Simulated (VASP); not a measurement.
# Pd$_{3}$Rh (ordered alloy cell): computed properties

Calculation: PBEsol GGA, VASP's PBE PAW potentials (set 64) (plane waves; VASP).

| Quantity | Value |
|---|---|
| space group | Cmmm (65) |
| cell | a = 5.4212 Å, b = 7.6634 Å, c = 2.7340 Å, α = 90.00°, β = 90.00°, γ = 90.00° |
| volume per atom | 14.20 Å^3/atom |
| band gap (over mesh and band path) | none (metal, semimetal or under 0.01 eV) |
| density | 12.34 g/cm³ |

```yaml
crystal:
  lattice:
    - [0.01651, 3.84990, 3.83170]
    - [3.84990, 0.01651, 3.83170]
    - [1.93320, 1.93320, 0.00000]
  atoms:
    - { symbol: Rh, position: [0.00000, 0.00000, 0.00000] }
    - { symbol: Pd, position: [0.00000, 0.50000, 0.00000] }
    - { symbol: Pd, position: [0.50000, 0.00000, 0.00000] }
    - { symbol: Pd, position: [0.50000, 0.50000, 0.00000] }
```

The structure was generated: Pd3Rh was put into an ordered model structure (Cmmm), which need not be its known phase. It was relaxed first. Symmetry was kept, so distortions that lower it aren't found. The electron count is odd and the run is not spin-polarised, which forces a metal.
